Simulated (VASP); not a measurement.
Output of a VASP run:

### OSZICAR
```
       N       E                     dE             d eps       ncg     rms          rms(c)
DAV:   1     0.900515619344E+01    0.90052E+01   -0.43874E+03  1600   0.981E+02
DAV:   2    -0.175316182271E+02   -0.26537E+02   -0.25498E+02  2176   0.123E+02
DAV:   3    -0.178519269498E+02   -0.32031E+00   -0.31993E+00  1968   0.166E+01
DAV:   4    -0.178523805694E+02   -0.45362E-03   -0.45349E-03  2384   0.574E-01
DAV:   5    -0.178523808836E+02   -0.31417E-06   -0.31412E-06  1952   0.969E-03    0.532E+00
DAV:   6    -0.164615783399E+02    0.13908E+01   -0.22724E+00  1688   0.835E+00    0.256E+00
DAV:   7    -0.162230070525E+02    0.23857E+00   -0.11579E+00  1800   0.589E+00    0.750E-01
DAV:   8    -0.162223359794E+02    0.67107E-03   -0.10411E-01  1680   0.215E+00    0.335E-01
DAV:   9    -0.162152181120E+02    0.71179E-02   -0.23265E-02  1728   0.851E-01    0.497E-02
DAV:  10    -0.162151862318E+02    0.31880E-04   -0.11471E-03  2216   0.227E-01    0.240E-02
DAV:  11    -0.162151650957E+02    0.21136E-04   -0.14006E-04  1664   0.734E-02    0.363E-03
DAV:  12    -0.162151642874E+02    0.80827E-06   -0.55122E-06  1976   0.157E-02
   1 F= -.14500073E+02 E0= -.14500164E+02  d E =-.145001E+02
       N       E                     dE             d eps       ncg     rms          rms(c)
DAV:   1    -0.161591040897E+02    0.56061E-01   -0.25096E-01  1624   0.609E+00    0.339E-01
DAV:   2    -0.161556675449E+02    0.34365E-02   -0.68053E-03  1960   0.565E-01    0.165E-01
DAV:   3    -0.161549549945E+02    0.71255E-03   -0.25624E-03  1792   0.314E-01    0.350E-02
DAV:   4    -0.161549330553E+02    0.21939E-04   -0.60190E-05  1736   0.611E-02    0.536E-03
DAV:   5    -0.161549332147E+02   -0.15944E-06   -0.12222E-06  2048   0.933E-03
   2 F= -.14507701E+02 E0= -.14507776E+02  d E =-.762822E-02
       N       E                     dE             d eps       ncg     rms          rms(c)
DAV:   1    -0.161823920916E+02   -0.27459E-01   -0.30472E-02  1624   0.210E+00    0.119E-01
DAV:   2    -0.161819598896E+02    0.43220E-03   -0.84242E-04  1888   0.199E-01    0.578E-02
DAV:   3    -0.161818661448E+02    0.93745E-04   -0.31561E-04  1792   0.109E-01    0.123E-02
DAV:   4    -0.161818609379E+02    0.52069E-05   -0.71310E-06  1720   0.212E-02    0.189E-03
DAV:   5    -0.161818606223E+02    0.31566E-06   -0.12650E-07  1032   0.311E-03
   3 F= -.14511006E+02 E0= -.14511086E+02  d E =-.109328E-01
       N       E                     dE             d eps       ncg     rms          rms(c)
DAV:   1    -0.161807546953E+02    0.11062E-02   -0.16167E-02  2072   0.988E-01    0.781E-02
DAV:   2    -0.161803987109E+02    0.35598E-03   -0.74767E-04  2064   0.180E-01    0.349E-02
DAV:   3    -0.161803229541E+02    0.75757E-04   -0.33266E-04  1832   0.103E-01    0.615E-03
DAV:   4    -0.161803219184E+02    0.10357E-05   -0.81369E-06  1736   0.234E-02    0.178E-03
DAV:   5    -0.161803217392E+02    0.17923E-06   -0.66584E-07  1296   0.497E-03
   4 F= -.14511570E+02 E0= -.14511709E+02  d E =-.564648E-03
```

File OUTCAR:
```
------------------------ aborting loop because EDIFF is reached ----------------------------------------
  FORCE on cell =-STRESS in cart. coord.  units (eV):
  Direction    XX          YY          ZZ          XY          YZ          ZX
  --------------------------------------------------------------------------------------
  Total        1.6797483      1.6797476      1.6490581      0.0000000      0.0000000      0.0000000
  in kB      100.6589933    100.6589501     98.8198800      0.0000000      0.0000000      0.0000000
  external PRESSURE =       0.0459411 kB  Pullay stress =     100.0000000 kB
  volume of cell :       26.74
      direct lattice vectors                 reciprocal lattice vectors
     1.509011360 -2.613683785 -0.000000000     0.331342767 -0.191300877 -0.000000000
     1.509011360  2.613683785 -0.000000000     0.331342767  0.191300877  0.000000000
     0.000000000 -0.000000000  3.389430034     0.000000000 -0.000000000  0.295034855
 POSITION                                       TOTAL-FORCE (eV/Angst)
 -----------------------------------------------------------------------------------
      0.00000     -0.00000     -0.00000        -0.000000      0.000000      0.000000
      1.50901      0.87123      1.69472        -0.000000     -0.000000      0.000000
      1.50901     -0.87123      1.69472         0.000000      0.000000      0.000000
 -----------------------------------------------------------------------------------
    total drift:                               -0.000000     -0.000000      0.000000
  FREE ENERGIE OF THE ION-ELECTRON SYSTEM (eV)
  ---------------------------------------------------
  free  energy   TOTEN  =       -16.1803217392 eV

  energy  without entropy=      -16.1807377758  energy(sigma->0) =      -16.18046042
  enthalpy is  TOTEN    =       -14.5115703523 eV   P V=        1.6687513869

 reached required accuracy - stopping structural energy minimisation
```
(Selected blocks of OUTCAR.)

File POSCAR:
```
MgB2
1
    1.5204481292    -2.6334928842    -0.0000000000
    1.5204481292     2.6334928842    -0.0000000000
   -0.0000000000     0.0000000000     3.4313427188
Mg B
1 2
Direct
  1.0000000000   1.0000000000   0.0000000000
  0.3333330000   0.6666670000   0.5000000000
  0.6666670000   0.3333330000   0.5000000000
```

**Question.** Write an INCAR and KPOINTS that could have produced this output.

**Answer.** One answer among several that fit: the input of the run itself, PBEsol GGA, plane waves, VASP's PBE PAW potentials (set 64).

**INCAR**
```
SYSTEM = MgB2
PREC = Accurate
ENCUT = 620
EDIFF = 1E-6
NELM = 100
ALGO = Normal
LREAL = .FALSE.
LASPH = .TRUE.
ISMEAR = 1
SIGMA = 0.1
GGA = PS
LWAVE = .FALSE.
LCHARG = .FALSE.
IBRION = 2
ISIF = 3
NSW = 40
EDIFFG = -0.02
PSTRESS = 100
```

KPOINTS:
```
Automatic mesh
0
Gamma
12 12 9
0 0 0
```

POTCAR, in this order: Mg B (PBE.64 set). Program: vasp_std.

Energy and stress use the plane-wave basis of the starting cell.

The compound is MgB2 in the AlB2 type structure. This run relaxes it under an external pressure of 10 GPa. Symmetry was kept, so distortions that lower it aren't found.
